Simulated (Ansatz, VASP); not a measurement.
# Ge (Germanium): VASP beside Ansatz, part 2 of 2

One calculation is typed for both programs; each brings its own data sets. How far apart do they land? The cell is taken from a series of runs on this material, whose earlier steps may have relaxed, scaled, displaced or heated it; both programs get it as it stands.

VASP 6.6.1 and Ansatz 0.2.0.

So far: The structure; VASP: zone-centre phonons, LDA.

This is not the structure that Ge takes at ambient pressure and room temperature (diamond type); it is a model or a phase of other conditions.

## 2. VASP: zone-centre phonons, LDA (continued)

Level of this step: LDA; plane waves and PAW (Ge_d) (VASP).

Numbers of over 12 decimals in the logs are rounded to 6 here.

From OUTCAR (step 2):

```text
ion  position               nearest neighbor table
   1  0.500  0.500  0.500-   2 2.42   2 2.42   2 2.42   2 2.42
   2  0.750  0.750  0.750-   1 2.42   1 2.42   1 2.42   1 2.42

  LATTYP: Found a body centered tetragonal cell.
 ALAT       =     4.0234968394
 C/A-ratio  =     1.3412775370

 Subroutine GETGRP returns: Found  4 space group operations
 (whereof  2 operations were pure point group operations)

The static configuration has the point symmetry C_1h.
 The point group associated with its full space group is C_2h.

   k-points           NKPTS =   1728   k-points in BZ     NKDIM =   1728   number of bands    NBANDS=     20

   dimension x,y,z NGX =    30 NGY =   30 NGZ =   30
   dimension x,y,z NGXF=    60 NGYF=   60 NGZF=   60

   ENCUT  =  500.0 eV  36.75 Ry    6.06 a.u.   7.15  7.15  7.34*2*pi/ulx,y,z

   NELECT =      28.0000    total number of electrons

 k-points in reciprocal lattice and weights: Points of the shifted mesh
   0.04166667  0.04166667  0.04166667       0.001
   0.04166667  0.04166667  0.12500000       0.001
   0.04166667  0.04166667  0.20833333       0.001
   0.04166667  0.04166667  0.29166667       0.001
   0.04166667  0.04166667  0.37500000       0.001
   0.04166667  0.04166667  0.45833333       0.001
   0.04166667  0.04166667  0.54166667       0.001
   0.04166667  0.04166667  0.62500000       0.001
   0.04166667  0.04166667  0.70833333       0.001
[...]
0.95833333  0.95833333  0.87500000       0.001
   0.95833333  0.95833333  0.95833333       0.001

 average (electrostatic) potential at core
       1 -75.0909       2 -75.0909

  Total        0.0259717      0.0259717      1.0166568     -0.0016170     -0.0024807     -0.0024808
  in kB        0.9526014      0.9526014     37.2893904     -0.0593109     -0.0909888     -0.0909903
  external PRESSURE =      13.0648644 kB  Pullay stress =       0.0000000 kB

  energy-cutoff  :      500.00
  volume of cell :       43.68
      direct lattice vectors                 reciprocal lattice vectors
     0.000000000  2.845041899  2.698312965    -0.175744336  0.175744336  0.185300966
     2.845041899  0.000000000  2.698312965     0.175744336 -0.175744336  0.185300966
     2.845041899  2.845041899  0.000000000     0.175744336  0.175744336 -0.185300966

 POSITION                                       TOTAL-FORCE (eV/Angst)
 -----------------------------------------------------------------------------------
      2.84489      2.84489      2.69823         0.000134      0.000134      0.000301
      4.26771      4.26771      4.04755        -0.000134     -0.000134     -0.000301
 -----------------------------------------------------------------------------------
    total drift:                                0.000000     -0.000000     -0.000000

 Eigenvectors and eigenvalues of the dynamical matrix
 ----------------------------------------------------

   1 f  =    9.001967 THz    56.561029 2PiTHz  300.273312 cm-1    37.229129 meV
             X         Y         Z           dx          dy          dz
      2.844891  2.844891  2.698234     0.499444    0.499444    0.033334
      4.267714  4.267714  4.047549    -0.499444   -0.499444   -0.033334

   2 f  =    9.000401 THz    56.551187 2PiTHz  300.221058 cm-1    37.222650 meV
             X         Y         Z           dx          dy          dz
      2.844891  2.844891  2.698234    -0.500000    0.500000   -0.000000
      4.267714  4.267714  4.047549     0.500000   -0.500000    0.000000

   3 f  =    8.906503 THz    55.961208 2PiTHz  297.088958 cm-1    36.834320 meV
             X         Y         Z           dx          dy          dz
      2.844891  2.844891  2.698234     0.023570    0.023570   -0.706321
      4.267714  4.267714  4.047549    -0.023570   -0.023570    0.706321

   4 f  =    0.000000 THz     0.000001 2PiTHz    0.000004 cm-1     0.000001 meV
             X         Y         Z           dx          dy          dz
      2.844891  2.844891  2.698234     0.002340   -0.050190    0.705319
      4.267714  4.267714  4.047549     0.002340   -0.050190    0.705319

   5 f/i=    0.000000 THz     0.000000 2PiTHz    0.000002 cm-1     0.000000 meV
             X         Y         Z           dx          dy          dz
      2.844891  2.844891  2.698234     0.704994   -0.054262   -0.006200
      4.267714  4.267714  4.047549     0.704994   -0.054262   -0.006200

   6 f/i=    0.000000 THz     0.000001 2PiTHz    0.000005 cm-1     0.000001 meV
             X         Y         Z           dx          dy          dz
      2.844891  2.844891  2.698234    -0.054565   -0.703233   -0.049861
      4.267714  4.267714  4.047549    -0.054565   -0.703233   -0.049861

 ELASTIC MODULI CONTR FROM IONIC RELAXATION (kBar)
 Direction    XX          YY          ZZ          XY          YZ          ZX
 --------------------------------------------------------------------------------
 XX          -0.0105     -0.0055     -0.0071      1.3933      1.0520      0.0165
 YY          -0.0055     -0.0105     -0.0071      1.2111     -0.0034      1.2552
 ZZ          -0.0071     -0.0071     -0.0086      0.6880      0.9796      0.9364
 XY           1.3933      1.2111      0.6880   -313.9348      4.3822     -2.0577
 YZ           1.0520     -0.0034      0.9796      4.3822   -264.6881      3.1581
 ZX           0.0165      1.2552      0.9364     -2.0577      3.1581   -266.0477
 --------------------------------------------------------------------------------
```

## 3. Ansatz: zone-centre phonons, LDA

Ansatz runs on its PAW soft_1 files.

The same cell, functional (in two slightly different forms), mesh and smearing now go to Ansatz, which takes its cutoff from its data sets.

Contents of input.yaml:

```yaml
crystal:
  lattice:
    - [0.0, 2.8450418992, 2.6983129654]
    - [2.8450418992, 0.0, 2.6983129654]
    - [2.8450418992, 2.8450418992, 0.0]
  atoms:
    - { symbol: Ge, position: [0.4999852899, 0.4999852899, 0.4999617468] }
    - { symbol: Ge, position: [0.7500147101, 0.7500147101, 0.7500382532] }
kpoints:
  mp_grid: { grid: [12, 12, 12], shift: [0.5, 0.5, 0.5] }
hamiltonian:
  xc: lda
  pseudopotentials: { kind: paw, azcp: { folder: soft_1 }, xc_functional: pbe }
scf:
  occupations: { method: gaussian, width: 0.015 }
output:
  eigenvalues: true
phonons:
  method: dfpt
```

The run is started by

```sh
> ansatz run input.yaml --threads 4 --pin off --max-ram 10240MiB --backend cpu --events-out ev --progress --plain --runs-dir out
```

Output:

```text
Engine: ansatz 0.2.0, x86_64-unknown-linux-gnu
Pseudopotentials: kind: paw
Pseudopotential: Ge, paw, valence charge 14, recommended cutoff 420 eV (normal), soft_1/Ge.paw.azcp
Functional definition: SPW92
  exchange = slater_x
  correlation = pw_c
Crystal: 2 atoms, lattice volume = 43.682 Å³
Basis set: ecut = 420 eV, 853 PW (Γ), exchange–correlation on 64×64×64 points (8 copies of the dense FFT grid, shifted against one another)
Bands: 18, of which v1, the nominal top of the filled ones, is band 14 counted from 1 (13 counted from 0)
Symmetry: 4 space group operations
k-points: 864 of 1728 (irreducible under 1 space group operation, time reversal used)
Non-local potential: Ge, projectors of the file, l = 0: 2, l = 1: 2, l = 2: 3, l = 3: 1
PAW form: soft (Blöchl's): semilocal exchange-correlation on the pseudo side does not see the compensation charge
PAW frozen core: Ge, regenerated for the run's functional, and the local potential with it (the file was generated under x = pbe(κ = 0.804, μ = 0.219515), c = pbe(β = 0.066725))
PAW one-centre angular grid: Ge, 590 points (default); XC on 64 Gauss nodes
Initial density: superposition of atomic densities (chi_scale 0.1, normalization cell)
Initial wavefunctions: pseudopotential atomic-orbital guess
Functional: x = slater, c = lda
SCF iter   1: F=—  HF=-8431.575184 eV  |F-HF|=—  |Δ(HF+E_count)|=         —  Δρ=3.61e-2  dr2=5.21e-1  ethr=3.10e-3  ⟨swp⟩=6.0  Hψ=73252  notcnv=0
preconditioner: auto → none  [insulator: Δε(μ)=0.171 eV  Ē_g=23.555 eV  σ=0.015 eV  W_gap=1.00  n_scr=14 (ndim 8)  ℏωp=29.7 eV  f_vac=0.000  D(μ)=0.00/eV (n_scr^D=0)  ε∞_Penn≈2.6]
SCF iter   2: F=—  HF=-8431.449437 eV  |F-HF|=—  |Δ(HF+E_count)|=   1.26e-1  Δρ=1.64e-2  dr2=8.48e-2  ethr=1.86e-3  ⟨swp⟩=2.0  Hψ=25920  notcnv=0
SCF iter   3: F=—  HF=-8431.434236 eV  |F-HF|=—  |Δ(HF+E_count)|=   1.52e-2  Δρ=2.44e-3  dr2=6.72e-4  ethr=3.03e-4  ⟨swp⟩=2.0  Hψ=22501  notcnv=0
SCF iter   4: F=—  HF=-8431.434332 eV  |F-HF|=—  |Δ(HF+E_count)|=   9.62e-5  Δρ=4.63e-4  dr2=8.24e-5  ethr=2.40e-6  ⟨swp⟩=2.0  Hψ=31085  notcnv=0
SCF iter   5: F=—  HF=-8431.434120 eV  |F-HF|=—  |Δ(HF+E_count)|=   2.13e-4  Δρ=5.44e-5  dr2=7.81e-7  ethr=2.94e-7  ⟨swp⟩=2.0  Hψ=30841  notcnv=0
SCF iter   6: F=—  HF=-8431.434115 eV  |F-HF|=—  |Δ(HF+E_count)|=   4.17e-6  Δρ=3.58e-5  dr2=2.83e-7  ethr=2.79e-9  ⟨swp⟩=2.0  Hψ=27648  notcnv=0
SCF iter   7: F=—  HF=-8431.434115 eV  |F-HF|=—  |Δ(HF+E_count)|=   2.54e-7  Δρ=4.28e-6  dr2=3.57e-9  ethr=1.01e-9  ⟨swp⟩=2.0  Hψ=25918  notcnv=0
SCF iter   8: F=—  HF=-8431.434115 eV  |F-HF|=—  |Δ(HF+E_count)|=   3.56e-9  Δρ=1.88e-7  dr2=1.54e-11  ethr=1.28e-11  ⟨swp⟩=2.0  Hψ=27648  notcnv=0
SCF iter   9: F=-8431.434115 eV  HF=-8431.434115 eV  |F-HF|=1.82e-12  |Δ(HF+E_count)|=  3.64e-12  Δρ=6.00e-8  dr2=8.25e-13  ethr=1.00e-12  ⟨swp⟩=5.1  Hψ=58734  notcnv=0
SCF 1 converged in 9 iterations: F = -8431.434115 eV  dr2 = 8.25e-13
  greatest PAW one-centre occupation: 0.998 electrons in one spin orbital (limit 2), on the Ge atom at site 1 (counted from 0), in its partial waves of l = 2
DFPT response loops at Γ: preconditioner auto → Kerker (q_TF=auto, 2.533 Å⁻¹) (partly filled bands, converged f_vac=0.049); β = 1.00, the filter's whole step (`scf.mixing.beta` (0.50) is not read by the response loops under this deck's `scf.mixing.preconditioner`; to damp them name `kerker` or `kerker_dos`, under which they read `scf.mixing.beta`, and type it under 1.00, their step now; both keys bind the ground state too); Broyden in place of MSR1
SCF converged after 9 iterations
Free energy (F): -8431.434115 eV
Harris-Foulkes:  -8431.434115 eV  (|F-HF|=1.82e-12)
Internal energy: -8431.434110 eV  (E = F + TS)
E sigma→0 (E₀):  -8431.434112 eV
Entropy (-TS):   -0.000005 eV (-0.003 meV/atom)
Fermi energy:    8.816282 eV
--- Per-component energies (eV) ---
  E_band       = -299.565029
  E_kinetic    = 187.615120
  E_local      = -4457.236684  (includes V_loc(G=0)·N_el)
  E_nonlocal   = 442.290672
  E_hartree    = 2125.390568
  E_xc         = -143.416680
  E_vxc        = -132.017223  (∫ρ·V_xc dr)
  E_paw        = -3869.253246  (= ΣΔE_a)
  E_vpaw       = -590.998141  (= ΣTr[D̂ρ^β])
  E_aug_tail   = 0.000033  (compensation charges beyond the density's cutoff)
  E_ewald      = -2720.640547
  E_core_change = 3.816653  (= ΣΔE_core)
  E_smearing   = -0.000005  (= −TS)
  E_closure    = 0.000000  (closes the sum)
  Σ components = -8431.434115   (vs F -8431.434115, Δ=0.00e0)
--- Band table (eV; the first three rows and the last of 864) ---
  k-point 0: bands = [... 10 lower, -4.3528, 7.9783, 8.5309, 8.7991, 9.4139, 11.1552, 11.4174, 11.4480]
  k-point 1: bands = [... 10 lower, -4.2394, 6.7551, 8.3687, 8.4365, 9.9214, 11.5355, 11.6908, 11.9113]
  k-point 2: bands = [... 10 lower, -3.9545, 5.1815, 7.8904, 8.0785, 9.8270, 11.9311, 12.2456, 13.1750]
  k-point 863: bands = [... 10 lower, -2.1893, 0.9213, 6.8164, 7.3950, 9.0871, 12.2644, 12.7251, 15.8519]
--- Phonons (Γ-DFPT): 2 representative perturbations + reference, on 864 of 1728 k-points (Σ response iterations 6) ---
  k mesh reduced under 1 symmetry operation, with k and −k counted as one. Each operation leaves every solved perturbation unchanged. A smaller set is not used because it would not reduce the number of displacements times k-points to solve
  ASR residual: 1.950e-5 → 0.000e0 eV/Å²; symmetrization residual: 2.992e-6 eV/Å²
  ASR residual per site (eV/Å²): 1.95e-5 1.95e-5
  Γ frequencies (cm⁻¹): 0.00 0.00 0.00 294.27 298.87 298.97
  non-analytic LO–TO correction: not included (Born effective charges unavailable; polar crystals: no LO–TO splitting at Γ)
```

## 4. Side by side

Known differences besides the potentials themselves: the two LDA forms differ slightly; the cutoff is 420 eV in Ansatz and 500 eV in VASP; VASP's log shows a relativistic correction to its local exchange, Ansatz's none. Total energies have different zeros and are not compared.

Both answers:

```csv
quantity,Ansatz,VASP,difference
optical mode 1 (cm⁻¹),294.3,297.1,-0.95 %
optical mode 2 to 3 (cm⁻¹),298.9,300.2,-0.45 %
```

Modes are paired by rising frequency, not by their patterns, so a pair may set unlike modes beside each other; they are those without the splitting of longitudinal modes.

## 5. Results

| Item | Value |
| --- | --- |
| r.m.s. difference of the optical zone-centre modes, each program's sorted by frequency (zone-centre phonons, LDA) | 2.0 cm⁻¹ |
| difference in optical mode 1 (zone-centre phonons, LDA) | -0.9 % |

What this shows: The r.m.s. difference of the optical zone-centre modes, each program's sorted by frequency is 2.0 cm⁻¹ (zone-centre phonons, LDA). Among the rows given in per cent, the largest difference of the zone-centre phonons, LDA pair is in optical mode 1, -0.9 %. Such differences can come from data sets, numerical settings and the points named under the comparisons, not from the functional's error against experiment.

[Lines on the potential files, build, host, timing and source positions are cut from VASP's logs without a mark.]

[Logs are printed without paths, hosts, clocks, repeated set-up lines and the standing remarks that a program may print on its own settings, such as how far it seeks lower states.]

[Hosts, paths, dates, database ids (printed as entryN), source tags and the programs' standing remarks are cut or masked in the printed files.]
